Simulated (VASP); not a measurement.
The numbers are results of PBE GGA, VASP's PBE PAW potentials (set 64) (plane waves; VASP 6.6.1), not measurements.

VASP ran on this input.

### KPOINTS
```
Regular mesh
0
gamma
 11 11 11
```

**INCAR**
```
ALGO = Normal   ! blocked Davidson
ISIF = 2   ! forces and stress, cell fixed
LCHARG = F
PREC = Accurate
LMAXMIX = 6
LWAVE = F
SIGMA = 0.1   ! width (eV)
EDIFF = 1E-6   ! SCF stop (eV)
SYSTEM = HfN
NELM = 100   ! most electronic steps
LREAL = F   ! projection in real space or not
ENCUT = 520
GGA = PE   ! PBE
ISMEAR = 1
LASPH = T   ! aspherical one-centre terms
```

### POSCAR
```
HfN
1
    0.0000000000     2.2600000000     2.2600000000
    2.2600000000     0.0000000000     2.2600000000
    2.2600000000     2.2600000000     0.0000000000
Hf N
1 1
Direct
  0.0000000000   0.0000000000   0.0000000000
  0.5000000000   0.5000000000   0.5000000000
```

POTCAR, in this order: Hf_pv N (PBE.64 set). Program: vasp_std.

Output of the run:

File OSZICAR:
```
       N       E                     dE             d eps       ncg     rms          rms(c)
DAV:   1     0.364125589246E+02    0.36413E+02   -0.82477E+03  1248   0.128E+03
DAV:   2    -0.226388851477E+02   -0.59051E+02   -0.55938E+02  1598   0.251E+02
DAV:   3    -0.247394528500E+02   -0.21006E+01   -0.20738E+01  1601   0.412E+01
DAV:   4    -0.247593607903E+02   -0.19908E-01   -0.19862E-01  1463   0.370E+00
DAV:   5    -0.247596537707E+02   -0.29298E-03   -0.29281E-03  1600   0.347E-01    0.491E+01
DAV:   6    -0.218336292378E+02    0.29260E+01   -0.15622E+01  1417   0.282E+01    0.410E+01
DAV:   7    -0.217724066135E+02    0.61223E-01   -0.67570E-01  1409   0.760E+00    0.264E+01
DAV:   8    -0.217593205169E+02    0.13086E-01   -0.12419E-01  1427   0.337E+00    0.622E+00
DAV:   9    -0.217496905750E+02    0.96299E-02   -0.52541E-02  1454   0.164E+00    0.156E+00
DAV:  10    -0.217492967744E+02    0.39380E-03   -0.21329E-03  1453   0.432E-01    0.295E-01
DAV:  11    -0.217493084750E+02   -0.11701E-04   -0.15038E-04  1515   0.118E-01    0.507E-02
DAV:  12    -0.217493053415E+02    0.31335E-05   -0.12342E-05  1461   0.325E-02    0.344E-02
DAV:  13    -0.217493050378E+02    0.30375E-06   -0.51972E-07   763   0.804E-03
   1 F= -.21749305E+02 E0= -.21749309E+02  d E =0.129098E-04
```

**OUTCAR**
```
------------------------ aborting loop because EDIFF is reached ----------------------------------------
  FORCE on cell =-STRESS in cart. coord.  units (eV):
  Direction    XX          YY          ZZ          XY          YZ          ZX
  --------------------------------------------------------------------------------------
  Total        0.3901068      0.3901068      0.3901068     -0.0000000      0.0000000      0.0000000
  in kB       27.0731477     27.0731477     27.0731477     -0.0000000      0.0000000      0.0000000
  external PRESSURE =      27.0731477 kB  Pullay stress =       0.0000000 kB
  volume of cell :       23.09
      direct lattice vectors                 reciprocal lattice vectors
     0.000000000  2.260000000  2.260000000    -0.221238938  0.221238938  0.221238938
     2.260000000  0.000000000  2.260000000     0.221238938 -0.221238938  0.221238938
     2.260000000  2.260000000  0.000000000     0.221238938  0.221238938 -0.221238938
 POSITION                                       TOTAL-FORCE (eV/Angst)
 -----------------------------------------------------------------------------------
      0.00000      0.00000      0.00000         0.000000      0.000000     -0.000000
      2.26000      2.26000      2.26000        -0.000000     -0.000000      0.000000
 -----------------------------------------------------------------------------------
    total drift:                                0.000000     -0.000000     -0.000000
  FREE ENERGIE OF THE ION-ELECTRON SYSTEM (eV)
  ---------------------------------------------------
  free  energy   TOTEN  =       -21.7493050378 eV

  energy  without entropy=      -21.7493179476  energy(sigma->0) =      -21.74930934
```
(Selected blocks of OUTCAR.)

The compound is HfN in the rock salt structure. The cell was not relaxed at this level. The electron count is odd and the run is not spin-polarised, which forces a metal.
